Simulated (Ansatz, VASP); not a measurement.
# Zr2H2NO2 (Zr2N(OH)2 MXene monolayer): VASP beside Ansatz

Wanted: the spread between two codes on one cell, functional and k mesh. Of the first pair: The structure shown is the start of the Ansatz relaxation below; VASP solves that cell, so the two are compared at the walk's first step.

Program: Ansatz 0.2.0. Level of theory: plane waves, with VASP 6.6.1 beside it; single point at LDA. Results are calculated unless marked as measured.

### Step 1. The starting structure

The cell holds 7 atoms: 2 H, 2 O, 2 Zr and 1 N. Its edges and angles: a = 3.217 Å, b = 3.218 Å, c = 44.985 Å, α = 90.0°, β = 90.0°, γ = 120.0°. Vacuum lies along c.

Structure file:

```
H O Zr N
1.0
     3.21750    0.00000    0.00000
    -1.60875    2.78644    0.00000
     0.00000    0.00000   44.98460
H O Zr N
2 2 2 1
Direct
  0.33333 0.66667 0.42237
  0.66667 0.33333 0.57763
  0.33333 0.66667 0.44415
  0.66667 0.33333 0.55585
  0.66667 0.33333 0.47178
  0.33333 0.66667 0.52822
  0.00000 0.00000 0.50000
```

### Step 2. Ansatz: relaxation, LDA

Ansatz runs on its default PAW (the set named soft_2) files.

The two programs are compared at the cell with which this relaxation starts, whose forces are those of its first step.

Input file input.yaml:

```yaml
crystal:
  lattice:
    - [3.2175, 0.0, 0.0]
    - [-1.60875, 2.7864367367, 0.0]
    - [0.0, 0.0, 44.9846026417]
  atoms:
    - { symbol: H, position: [0.3333333333, 0.6666666667, 0.4223667407] }
    - { symbol: O, position: [0.3333333333, 0.6666666667, 0.4441519726] }
    - { symbol: Zr, position: [0.6666666667, 0.3333333333, 0.4717783485], spin: 1.0 }
    - { symbol: "N", position: [0.0, 0.0, 0.5] }
    - { symbol: Zr, position: [0.3333333333, 0.6666666667, 0.5282216515], spin: 1.0 }
    - { symbol: O, position: [0.6666666667, 0.3333333333, 0.5558480274] }
    - { symbol: H, position: [0.6666666667, 0.3333333333, 0.5776332593] }
  periodic: [true, true, false]
magnetization:
  spin_polarized: true
kpoints:
  mp_grid: { grid: [12, 12, 1] }
hamiltonian:
  xc: lda
scf:
  occupations: { method: fermi_dirac, width: 0.05 }
  convergence: { dr2_threshold: 1.0e-09 }
relax:
  f_tol: 0.004
  max_steps: 90
  cell: {}
output:
  write_potential: true
  write_density: true
  volumetric_format: npy
```

Run with:

```
$ ansatz run input.yaml --threads 4 --pin off --max-ram 12288MiB --backend cpu --events-out ev --progress --plain --runs-dir out
```

Numbers of over 12 decimals in the logs are rounded to 6 here.

The program printed:

```text
Warning: relax.cell: scf.convergence.dr2_threshold = 1e-9 eV is looser than the 2.42653890121e-10 eV advised for a relaxation that steers and ends on the stress (1e-10 eV for each atom of the cell: 7, times the square of relax.cell.stress_2d_tol = 0.05 N/m over 17.0 Å (the atoms' height at the walk's start and 5 Å past either face), 2.944e-2 GPa, over a crystal's default 0.05). What an SCF threshold leaves in a stress goes as its square root, and in the free energy as the threshold itself, and one threshold admits the most on a small cell: [figures from the program's tests cut] Set scf.convergence.dr2_threshold to 2.42653890121e-10 eV or tighter. [rest of the remark cut]
Engine: ansatz 0.2.0, aarch64-unknown-linux-gnu
Pseudopotentials: kind: paw
Pseudopotential: H, paw, valence charge 1, recommended cutoff 420 eV (normal), H.paw.azcp
Pseudopotential: O, paw, valence charge 6, recommended cutoff 420 eV (normal), O.paw.azcp
Pseudopotential: Zr, paw, valence charge 12, recommended cutoff 420 eV (normal), Zr.paw.azcp
Pseudopotential: N, paw, valence charge 5, recommended cutoff 420 eV (normal), N.paw.azcp
Functional definition: SPW92
  exchange = slater_x
  correlation = pw_c
Crystal: 7 atoms, lattice volume = 403.303 Å³
Basis set: ecut = 420 eV, 8011 PW (Γ)
Bands: 30, of which v1, the nominal top of the filled ones, is band 22 counted from 1 (21 counted from 0)
Symmetry: 12 space group operations
Space group: P-3m1 (ITA 164), of the structure as read, at distance tolerance 7.4e-5 Å
Magnetic group: BNS 164.85 (UNI 1315), of the structure as read, at distance tolerance 7.4e-5 Å
k-points: 19 of 144
Non-local potential: H, projectors of the file, l = 0: 2, l = 1: 1
Non-local potential: O, projectors of the file, l = 0: 2, l = 1: 2, l = 2: 1
Non-local potential: Zr, projectors of the file, l = 0: 3, l = 1: 2, l = 2: 2, l = 3: 2
Non-local potential: N, projectors of the file, l = 0: 2, l = 1: 2, l = 2: 1
PAW form: soft (Blöchl's): semilocal exchange-correlation on the pseudo side does not see the compensation charge
PAW frozen core: O, regenerated for the run's functional, and the local potential with it (the file was generated under x = pbe(κ = 0.804, μ = 0.219515), c = pbe(β = 0.066725))
PAW frozen core: Zr, regenerated for the run's functional, and the local potential with it (the file was generated under x = pbe(κ = 0.804, μ = 0.219515), c = pbe(β = 0.066725))
PAW frozen core: N, regenerated for the run's functional, and the local potential with it (the file was generated under x = pbe(κ = 0.804, μ = 0.219515), c = pbe(β = 0.066725))
PAW one-centre angular grid: H, 110 points (default); XC on 64 Gauss nodes
PAW one-centre angular grid: O, 110 points (default); XC on 64 Gauss nodes
PAW one-centre angular grid: Zr, 590 points (default); XC on 64 Gauss nodes
PAW one-centre angular grid: N, 110 points (default); XC on 64 Gauss nodes
Initial density: superposition of atomic densities (neutral atoms: chi_scale 0, normalization atom)
Starting moments: Σ|m| = 2 μB on 2 of 7 sites
Initial wavefunctions: pseudopotential atomic-orbital guess
Functional: x = slater, c = lda
SCF iter   1: F=—  HF=-9684.123456 eV  |F-HF|=—  |Δ(HF+E_count)|=         —  Δρ=3.12e-2 (↑3.12e-2 ↓3.07e-2)  dr2=2.58e1  dr2_m=1.56e-1  M=0.593 μB ∫|m|=0.679 μB  β_m=0.30  ethr=3.10e-3  ⟨swp⟩=16.5  Hψ=8577  notcnv=0  defer=3
Mixer restart at iter 1: flushing history
preconditioner: auto → LDOS  [metal: Δε(μ)=0.076 eV  Ē_g=11.453 eV  σ=0.050 eV  W_gap=0.33  n_scr=26 (ndim 8)  ℏωp=8.9 eV  f_vac=0.785  D(μ)=1.69/eV (n_scr^D=12)]
spin=Collinear: LDOS preconditioning applied to the charge; magnetization (m = ρ↑ − ρ↓) channel mixes plain (no charge-response kernel on spin).
SCF iter   2: F=—  HF=-9678.221354 eV  |F-HF|=—  |Δ(HF+E_count)|=    5.90e0  Δρ=1.45e-2 (↑1.45e-2 ↓1.33e-2)  dr2=5.22e0  dr2_m=1.03e-1  M=0.411 μB ∫|m|=0.505 μB  β_m=0.40  ethr=3.10e-3  ⟨swp⟩=5.2  Hψ=3040  notcnv=0  defer=79
SCF iter   3: F=—  HF=-9677.833323 eV  |F-HF|=—  |Δ(HF+E_count)|=   3.88e-1  Δρ=9.00e-3 (↑9.00e-3 ↓6.08e-3)  dr2=6.56e0  dr2_m=3.15e-2  M=0.267 μB ∫|m|=0.349 μB  β_m=0.52  ethr=3.10e-3  ⟨swp⟩=7.3  Hψ=3496  notcnv=0  defer=74
SCF iter   4: F=—  HF=-9677.510858 eV  |F-HF|=—  |Δ(HF+E_count)|=   3.22e-1  Δρ=5.51e-3 (↑5.51e-3 ↓4.01e-3)  dr2=1.72e0  dr2_m=1.56e-2  M=0.196 μB ∫|m|=0.268 μB  β_m=0.68  ethr=3.10e-3  ⟨swp⟩=4.4  Hψ=2219  notcnv=0  defer=62
[...]
preconditioner: auto → LDOS  [metal: Δε(μ)=0.055 eV  Ē_g=9.618 eV  σ=0.050 eV  W_gap=0.26  n_scr=22 (ndim 8)  ℏωp=8.9 eV  f_vac=0.784  D(μ)=2.00/eV (n_scr^D=12)]
spin=Collinear: LDOS preconditioning applied to the charge; magnetization (m = ρ↑ − ρ↓) channel mixes plain (no charge-response kernel on spin).
SCF iter   2: F=—  HF=-9677.588229 eV  |F-HF|=—  |Δ(HF+E_count)|=   9.40e-5  Δρ=3.59e-6 (↑3.58e-6 ↓3.59e-6)  dr2=8.42e-8  dr2_m=8.12e-13  M=0.000 μB ∫|m|=0.000 μB  β_m=0.50  ethr=5.37e-10  ⟨swp⟩=4.3  Hψ=3040  notcnv=0
SCF iter   3: F=—  HF=-9677.588229 eV  |F-HF|=—  |Δ(HF+E_count)|=   1.58e-8  Δρ=1.69e-6 (↑1.69e-6 ↓1.69e-6)  dr2=9.22e-9  dr2_m=3.74e-13  M=0.000 μB ∫|m|=0.000 μB  β_m=0.55  ethr=1.96e-10  ⟨swp⟩=2.7  Hψ=1788  notcnv=0
SCF iter   4: F=-9677.588229 eV  HF=-9677.588229 eV  |F-HF|=5.13e-10  |Δ(HF+E_count)|=   3.98e-9  Δρ=2.98e-7 (↑2.94e-7 ↓2.98e-7)  dr2=9.11e-10  dr2_m=2.86e-13  M=0.000 μB ∫|m|=0.000 μB  ethr=2.33e-12  ⟨swp⟩=17.4  Hψ=10820  notcnv=0
the starting moments were not kept: the SCF closed with an absolute magnetisation of 6.0e-6 μB, where they sum to 2 μB in size (2 sites). That is at most 0.1 of that sum. Measured as dr2_m measures the in/out step, that magnetisation stands 1.4e-12 eV from none, at or under the dr2_threshold of 1.0e-9 eV: it is no larger than a step whose dr2_m would equal this threshold.
SCF 6 converged in 4 iterations: F = -9677.588229 eV  dr2 = 9.11e-10
relax step   6: F+E_penalty+E_count = -9677.58822873 eV  Δ(F+E_penalty+E_count) = +1.576e-3 eV  max|allowed force component| = 1.222e-3 eV/Å  Δτ_max = 0.0000 Å  P = -0.024 N/m  Ω = 401.360 Å³  fix = [c, alpha, beta]  reactions: c -0.000 N/m  stress off target by 2.36e-2 N/m on what of the cell is left free  SCF on the basis re-selected at this cell (its energy is not comparable with the rows above)  (4 SCF iters)
basis re-selected at this cell: Δ(F+E_penalty+E_count) = +1.576e-3 eV, ΔP = -0.024 N/m vs the last step (what re-selecting the basis moved, of the pressure what is left beyond the Pulay correction that the steps carried, after the strain that the cell walked since its last selection, with what the two solves' SCF thresholds leave and, on support functions, any second-order correction that the steps lacked; it is no m [...]
WARN: The output density's exchange-correlation potential varies sharply where the density is thin. Do not read a vacuum level from v_tot or v_xc, or from such a field of the output density. On a cell that repeats whose density bears no net charge and no dipole along the vacuum's axis use v_es (v_loc + v_h of the components); under efield.dipole_correction with no amplitude use v_es + v_field, which holds any externa [...]
SCF converged after 4 iterations
Magnetization: 0.0000 μB (21.5000 up, 21.5000 down)
Absolute magnetization: 0.0000 μB (∫|ρ↑−ρ↓|, with the PAW one-centre terms)
Spin contamination: 0.0000 ħ² per cell (⟨S²⟩ above its minimum at these occupations)
Per-site moments (μB) at R_I (Å): [(2.786427589534495e-8, 0.404860), (1.0687777547177265e-7, 0.404860), (1.5849874572319164e-7, 0.911282), (7.12536552764673e-8, 0.911282), (1.584987457570788e-7, 0.911282), (1.0687777548217919e-7, 0.404860), (2.7864275891037843e-8, 0.404860)]
Free energy (F): -9677.588229 eV
Harris-Foulkes:  -9677.588229 eV  (|F-HF|=5.13e-10)
Internal energy: -9677.571907 eV  (E = F + TS)
E sigma→0 (E₀):  -9677.580068 eV
Entropy (-TS):   -0.016321 eV (-2.332 meV/atom)
Fermi energy:    -2.723859 eV
--- Per-component energies (eV) ---
  E_band       = -896.371747
  E_kinetic    = 1185.513867
  E_local      = -173525.002750  (includes V_loc(G=0)·N_el)
  E_nonlocal   = 316.027718
  E_hartree    = 86030.334848
  E_xc         = -546.574853
  E_vxc        = -671.373339  (∫ρ·V_xc dr)
  E_paw        = -6112.191741  (= ΣΔE_a)
  E_vpaw       = -262.215029  (= ΣTr[D̂ρ^β])
  E_aug_tail   = 0.002932  (compensation charges beyond the density's cutoff)
  E_ewald      = 82973.303381
  E_core_change = 1.014689  (= ΣΔE_core)
  E_smearing   = -0.016321  (= −TS)
  E_closure    = -0.000000  (closes the sum)
  Σ components = -9677.588229   (vs F -9677.588229, Δ=0.00e0)
--- Forces (eV/Å), atoms counted from 1 ---
  atom   1  H     -0.00000000     0.00000000    -0.00089302
  atom   2  O     -0.00000000     0.00000000     0.00122222
  atom   3  Zr     0.00000000    -0.00000000    -0.00023001
  atom   4  N      0.00000000     0.00000000     0.00000000
  atom   5  Zr     0.00000000     0.00000000     0.00023001
  atom   6  O      0.00000000    -0.00000000    -0.00122222
  atom   7  H      0.00000000    -0.00000000     0.00089302
  max |Σ_I F_I| component: 1.84e-17 eV/Å
--- 2D stress c σ (N/m, compression-positive) ---
       -0.023613       0.000000       0.000000
        0.000000      -0.023613       0.000000
        0.000000       0.000000      -0.000000
  P = ½ c Tr σ = -0.0236 N/m
--- Band table (eV; the first three rows and the last of 38) ---
  k-point 0 ↑: bands = [... 18 lower, -7.3109, -7.3109, -3.1977, -3.0048, -3.0048, -2.9144, -2.8514, -1.6079, ... 4 higher]
  k-point 1 ↑: bands = [... 18 lower, -7.6009, -7.3889, -3.3630, -3.0773, -2.8455, -2.8381, -2.7021, -1.2612, ... 4 higher]
  k-point 2 ↑: bands = [... 18 lower, -8.2025, -7.5474, -4.0318, -2.7654, -2.6175, -2.3740, -2.2764, -1.0004, ... 4 higher]
  k-point 18 ↓: bands = [... 18 lower, -8.2787, -8.1562, -2.4935, -2.4935, -2.3576, -0.1433, 0.0163, 0.0163, ... 4 higher]
  the weakly bound empty levels are not read free of the cell's end (no_gap_told)
--- Relaxed structure (5 steps of the walk, 4 accepted, 1 SCFs on fresh bases) ---
  F+E_penalty+E_count = -9677.58822873 eV   max|allowed force component| = 1.222e-3 eV/Å   (the final SCF, on the basis selected at the relaxed cell)
  cell:  # Å, volume = 401.3597 Å³
    - [3.209738, 0, 0]
    - [-1.604869, 2.779715, 0]
    - [0, 0, 44.9846026417]
  atoms:
    - { symbol: H, position: [0.333333, 0.666667, 0.422354] }
    - { symbol: O, position: [0.333333, 0.666667, 0.444172] }
    - { symbol: Zr, position: [0.666667, 0.333333, 0.473266] }
    - { symbol: N, position: [0, 0, 0.5] }
    - { symbol: Zr, position: [0.333333, 0.666667, 0.526734] }
    - { symbol: O, position: [0.666667, 0.333333, 0.555828] }
    - { symbol: H, position: [0.666667, 0.333333, 0.577646] }
```

(Continued in part 2 of 2.)

[Lines on the potential files, build, host, timing and source positions are cut from VASP's logs without a mark.]

[Logs are printed without paths, hosts, clocks, repeated set-up lines and the standing remarks that a program may print on its own settings, such as how far it seeks lower states.]

[Hosts, paths, dates, database ids (printed as entryN), source tags and the programs' standing remarks are cut or masked in the printed files.]
